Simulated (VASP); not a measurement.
# Tl2Ge3 (P6/mmm) in VASP: reference runs

Reference runs on Tl2Ge3: the cell as given.

Everything below comes from runs of VASP 6.6.1. Logs are shortened: lines on timing, memory, paths and dates and some standing lists are left out, and cuts for length are marked.

**1. The structure**

Symmetry: P6/mmm, No. 191, hexagonal system. Conventional cell: a = 3.937 Å, b = 3.937 Å, c = 9.392 Å, α = 90.00°, β = 90.00°, γ = 120.00°. Around Tl (site symmetry 6mm) lie 1 Tl at 2.73 Å. Around Ge (site symmetry -6m2) lie 6 Ge at 2.27 Å. Around Ge (site symmetry 6/mmm) lie 6 Ge at 2.27 Å.

The cell was built by a generator and needn't be a form met in nature.

**2. Single point, PBE**

File INCAR:

```
PREC = Accurate
ENCUT = 520
EDIFF = 1E-7
ISMEAR = -1
SIGMA = 0.05
LREAL = False
LASPH = True
NELM = 60
ALGO = Normal
ISIF = 2
LWAVE = False
LCHARG = False
GGA = PE
NBANDS = 42
```

File KPOINTS:

```
Automatic mesh
0
Gamma
  8 8 3
```

File POSCAR:

```
Tl2Ge3
1.0
    3.9367708600      0.0000000000      0.0000000000
   -1.9683854300      3.4093435700      0.0000000000
    0.0000000000      0.0000000000      9.3917310400
Tl Ge
2 3
Direct
    0.0000000000      0.0000000000      0.1453568500
    0.0000000000      0.0000000000      0.8546431500
    0.3333333300      0.6666666700      0.5000000000
    0.6666666700      0.3333333300      0.5000000000
    0.0000000000      0.0000000000      0.5000000000
```

Potentials or basis: VASP PAW PBE potentials, release 64 (Tl_d, Ge_d).

The run is started by

```sh
$ cat potpaw_PBE.64/Tl_d/POTCAR potpaw_PBE.64/Ge_d/POTCAR > POTCAR
$ mpirun -np 1 vasp_std > vasp.out
```

OUTCAR:

```text
PREC = Accurate
   ENCUT = 520
   EDIFF = 1E-7
   ISMEAR = -1
   LREAL = False
   LASPH = True
   NELM = 60
   ISIF = 2
   GGA = PE

 ion  position               nearest neighbor table
   1  0.000  0.000  0.145-   2 2.73   5 3.33
   2  0.000  0.000  0.855-   1 2.73   5 3.33
   3  0.333  0.667  0.500-   4 2.27   5 2.27   4 2.27   5 2.27   5 2.27   4 2.27
   4  0.667  0.333  0.500-   3 2.27   5 2.27   3 2.27   5 2.27   5 2.27   3 2.27
   5  0.000  0.000  0.500-   3 2.27   4 2.27   3 2.27   4 2.27   4 2.27   3 2.27   1 3.33   2 3.33

  LATTYP: Found a hexagonal cell.
 ALAT       =     3.9367708600
 C/A-ratio  =     2.3856433036

  Lattice vectors:

 A1 = (   3.9367708600,   0.0000000000,   0.0000000000)
 A2 = (  -1.9683854300,   3.4093435700,   0.0000000000)
 A3 = (   0.0000000000,   0.0000000000,   9.3917310400)

Analysis of symmetry for initial positions (statically):
=====================================================================
 Subroutine PRICEL returns:
 Original cell was already a primitive cell.

 Routine SETGRP: Setting up the symmetry group for a
 hexagonal supercell.

 Subroutine GETGRP returns: Found 24 space group operations
 (whereof 24 operations were pure point group operations)
 out of a pool of 24 trial point group operations.

The static configuration has the point symmetry D_6h.

Analysis of symmetry for dynamics (positions and initial velocities):
=====================================================================
 Subroutine PRICEL returns:
 Original cell was already a primitive cell.

 Routine SETGRP: Setting up the symmetry group for a
 hexagonal supercell.

 Subroutine GETGRP returns: Found 24 space group operations
 (whereof 24 operations were pure point group operations)
 out of a pool of 24 trial point group operations.

The dynamic configuration has the point symmetry D_6h.

 Subroutine INISYM returns: Found 24 space group operations
 (whereof 24 operations are pure point group operations),
 and found     1 'primitive' translations

----------------------------------------------------------------------------------------

                                     Primitive cell

  volume of cell :     126.0540

  direct lattice vectors                    reciprocal lattice vectors
     3.936770860  0.000000000  0.000000000     0.254015292  0.146655797  0.000000000
    -1.968385430  3.409343570  0.000000000     0.000000000  0.293311595  0.000000000
     0.000000000  0.000000000  9.391731040     0.000000000  0.000000000  0.106476644

  length of vectors
     3.936770860  3.936770857  9.391731040     0.293311595  0.293311595  0.106476644

  position of ions in fractional coordinates (direct lattice)
     0.000000000  0.000000000  0.145356850
     0.000000000  0.000000000  0.854643150
     0.333333330  0.666666670  0.500000000
     0.666666670  0.333333330  0.500000000
     0.000000000  0.000000000  0.500000000

  ion indices of the primitive-cell ions
   primitive index   ion index
                 1           1
                 2           2
                 3           3
                 4           4
                 5           5

----------------------------------------------------------------------------------------

 KPOINTS: Automatic mesh

Automatic generation of k-mesh.
 Grid dimensions read from file:
 generate k-points for:    8    8    3

 Generating k-lattice:

  Cartesian coordinates                     Fractional coordinates (reciprocal lattice)
     0.031751912  0.018331975  0.000000000     0.125000000 -0.000000000  0.000000000
     0.000000000  0.036663949  0.000000000     0.000000000  0.125000000  0.000000000
     0.000000000  0.000000000  0.035492215     0.000000000  0.000000000  0.333333333

  Length of vectors
     0.036663949  0.036663949  0.035492215

  Shift w.r.t. Gamma in fractional coordinates (k-lattice)
     0.000000000  0.000000000  0.000000000

 Subroutine IBZKPT returns following result:
 ===========================================

 Found     20 irreducible k-points:

 Following reciprocal coordinates:
            Coordinates               Weight
  0.000000  0.000000  0.000000      1.000000
  0.125000 -0.000000  0.000000      6.000000
  0.250000 -0.000000  0.000000      6.000000
  0.375000  0.000000  0.000000      6.000000
  0.500000 -0.000000  0.000000      3.000000
  0.125000  0.125000  0.000000      6.000000
[... 12 lines left out ...]
  0.250000  0.250000  0.333333     12.000000
  0.375000  0.250000  0.333333     12.000000
   k-points           NKPTS =     20   k-points in BZ     NKDIM =     20   number of bands    NBANDS=     42
   number of dos      NEDOS =    301   number of ions     NIONS =      5
   total plane-waves  NPLWV =  63000
   dimension x,y,z NGX =    30 NGY =   30 NGZ =   70
   dimension x,y,z NGXF=    60 NGYF=   60 NGZF=  140
   ions per type =               2   3
   NGX,Y,Z   is equivalent  to a cutoff of  12.67, 12.67, 12.39 a.u.
   NGXF,Y,Z  is equivalent  to a cutoff of  25.34, 25.34, 24.78 a.u.
 SYSTEM =  unknown system
   PREC   = accura    normal or accurate (medium, high low for compatibility)
   ISTART =      0    job   : 0-new  1-cont  2-samecut
   ICHARG =      2    charge: 1-file 2-atom 10-const
   ISPIN  =      1    spin polarized calculation?
   LNONCOLLINEAR =      F non collinear calculations
   LSORBIT =      F    spin-orbit coupling
   LASPH  =      T    aspherical Exc in radial PAW
   ENCUT  =  520.0 eV  38.22 Ry    6.18 a.u.   7.32  7.32 17.46*2*pi/ulx,y,z
   NELM   =     60;   NELMIN=  2; NELMDL= -5     # of ELM steps
   EDIFF  = 0.1E-06   stopping-criterion for ELM
   LREAL  =      F    real-space projection
   EDIFFG = 0.1E-05   stopping-criterion for IOM
   NSW    =      0    number of steps for IOM
   IBRION =     -1    ionic relax: 0-MD 1-quasi-New 2-CG
   NFREE  =      0    steps in history (QN), initial steepest desc. (CG)
   ISIF   =      2    stress and relaxation
   ISYM   =      2    0-nonsym 1-usesym 2-fastsym
   POTIM  = 0.5000    time-step for ionic-motion
   TEBEG  =    0.0;   TEEND  =   0.0 temperature during run
   PSTRESS=    0.0 pullay stress
   NELECT =      68.0000    total number of electrons
   NUPDOWN=      -1.0000    fix difference up-down
   EMIN   =  10.00;   EMAX   =-10.00  energy-range for DOS
   EFERMI =   0.00;   METHOD = LEGACY
   ISMEAR =    -1;   SIGMA  =   0.05  broadening in eV -4-tet -1-fermi 0-gaus
   EFERMI_NEDOS =   21; number of points for ismear=-14 and -15
   IALGO  =     38    algorithm
   IMIX   =      4    mixing-type and parameters
     AMIX     =   0.40;   BMIX     =  1.00
     AMIX_MAG =   1.60;   BMIX_MAG =  1.00
  volume/ion in A,a.u.               =      25.21       170.13
  Fermi-wavevector in a.u.,A,eV,Ry     =   1.332679  2.518399 24.164407  1.776034
  Thomas-Fermi vector in A             =   2.461596
   LORBIT       =      0    0 simple, 1 ext, 2 COOP (PROOUT), +10 PAW based schemes
   GGA     = PE    functional components
   LHFCALC =     F    Hartree Fock is set to
   AEXX    =    0.0000 exact exchange contribution
   IVDW    =     0    specifies the selected vdW correction
   LEPSILON=     F    determine dielectric tensor
   LRPA    =     F    only Hartree local field effects (RPA)
 non-spin polarized calculation
  energy-cutoff  :      520.00
  volume of cell :      126.05
 maximum number of plane-waves:      3437
 NGX is ok and might be reduce to    30
   NGX = 15   NGY = 15   NGZ = 35

 number of electron      67.9999978 magnetization

 Free energy of the ion-electron system (eV)
  ---------------------------------------------------
  ext. energy  EPLUGINS =         0.00000000
  ---------------------------------------------------
  free energy    TOTEN  =        -9.87584681 eV

  energy without entropy =       -9.86190614  energy(sigma->0) =       -9.86887647

 E-fermi :   5.8398     XC(G=0):  -9.8072

 val. band max:        5.8206957203   @ k =   0.2500   0.1250   0.0000
 cond. band min:       5.8529010659   @ k =   0.2500   0.1250   0.0000
 fundamental gap:      0.0322053456
 Fermi energy:         5.8397868168

 k-point     1 :       0.0000    0.0000    0.0000
  band No.  band energies     occupation
      1     -20.0636      2.00000
      2     -19.8884      2.00000
      3     -19.8884      2.00000
      4     -19.6831      2.00000
      5     -19.6831      2.00000
      6     -19.6737      2.00000
[... 34 lines left out ...]
     41      12.1829      0.00000
     42      12.4051      0.00000

 k-point     2 :       0.1250   -0.0000    0.0000
  band No.  band energies     occupation
      1     -20.0309      2.00000
      2     -19.9019      2.00000
      3     -19.8937      2.00000
      4     -19.8496      2.00000
      5     -19.8354      2.00000
      6     -19.7231      2.00000
[... 34 lines left out ...]
     41      11.7293      0.00000
     42      11.9646      0.00000

 k-point     3 :       0.2500   -0.0000    0.0000
  band No.  band energies     occupation
      1     -20.1167      2.00000
      2     -19.9592      2.00000
      3     -19.9469      2.00000
      4     -19.9345      2.00000
      5     -19.7746      2.00000
      6     -19.7287      2.00000
[... 34 lines left out ...]
     41      10.1189      0.00000
     42      10.8257      0.00000

 k-point     4 :       0.3750    0.0000    0.0000
  band No.  band energies     occupation
      1     -20.2786      2.00000
      2     -20.0006      2.00000
      3     -19.9768      2.00000
      4     -19.8772      2.00000
      5     -19.8083      2.00000
      6     -19.7007      2.00000
[... 664 lines left out ...]
     41      11.4641      0.00000
     42      12.4338      0.00000

 k-point    19 :       0.2500    0.2500    0.3333
  band No.  band energies     occupation
      1     -20.2197      2.00000
      2     -20.2186      2.00000
      3     -20.1258      2.00000
      4     -19.7481      2.00000
      5     -19.7433      2.00000
      6     -19.6430      2.00000
[... 34 lines left out ...]
     41      11.3516      0.00000
     42      12.5958      0.00000

 k-point    20 :       0.3750    0.2500    0.3333
  band No.  band energies     occupation
      1     -20.2746      2.00000
      2     -20.1932      2.00000
      3     -20.1913      2.00000
      4     -19.7520      2.00000
      5     -19.6789      2.00000
      6     -19.6697      2.00000
[... 34 lines left out ...]
     41       9.0210      0.00000
     42      12.5607      0.00000

------------------------ aborting loop because EDIFF is reached ----------------------------------------

  FORCE on cell =-STRESS in cart. coord.  units (eV):
  Direction    XX          YY          ZZ          XY          YZ          ZX
  --------------------------------------------------------------------------------------
  -------------------------------------------------------------------------------------
  Total       33.6410363     33.6410362      3.2754282     -0.0000000     -0.0000000      0.0000000
  in kB      427.5859190    427.5859181     41.6315051     -0.0000000     -0.0000000      0.0000000
  external PRESSURE =     298.9344474 kB  Pullay stress =       0.0000000 kB

 VOLUME and BASIS-vectors are now :
 -----------------------------------------------------------------------------
  energy-cutoff  :      520.00
  volume of cell :      126.05
      direct lattice vectors                 reciprocal lattice vectors
     3.936770860  0.000000000  0.000000000     0.254015292  0.146655797  0.000000000
    -1.968385430  3.409343570  0.000000000     0.000000000  0.293311595  0.000000000
     0.000000000  0.000000000  9.391731040     0.000000000  0.000000000  0.106476644

 POSITION                                       TOTAL-FORCE (eV/Angst)
 -----------------------------------------------------------------------------------
      0.00000      0.00000      1.36515        -0.000000     -0.000000      1.624777
      0.00000      0.00000      8.02658        -0.000000      0.000000     -1.624777
     -0.00000      2.27290      4.69587        -0.000000      0.000000      0.000000
      1.96839      1.13645      4.69587         0.000000     -0.000000      0.000000
      0.00000      0.00000      4.69587        -0.000000      0.000000      0.000000
 -----------------------------------------------------------------------------------
    total drift:                               -0.000000      0.000000      0.000000

  FREE ENERGIE OF THE ION-ELECTRON SYSTEM (eV)
  ---------------------------------------------------
  free  energy   TOTEN  =        -9.8758468063 eV

  energy  without entropy=       -9.8619061368  energy(sigma->0) =       -9.86887647
```

It took 67 s on 1 thread of Intel Xeon 6975P-C (Granite Rapids), shared host; peak memory 0.28 GiB.

What came out:

```yaml
Free_energy: -9.8758 eV
Pressure: 29.9 GPa
Largest_force: 1.625 eV/Å
Band_gap_on_the_k_mesh: none (metal or under the smearing width)
```

Forces in eV/Å, atoms in the order of the input:
```
Tl   0.000  0.000  1.625
Tl   0.000  0.000 -1.625
Ge   0.000  0.000  0.000
Ge   0.000  0.000  0.000
Ge   0.000  0.000  0.000
```

Caveat: a pressure of tens of GPa on the cell as given is suspect, and the run, the potentials or the cell itself is likely at fault; forces of over 1 eV/Å show positions far from the minimum, so gaps and moduli don't describe the material at rest. Spin-orbit coupling is left out, which matters for the levels of Tl.
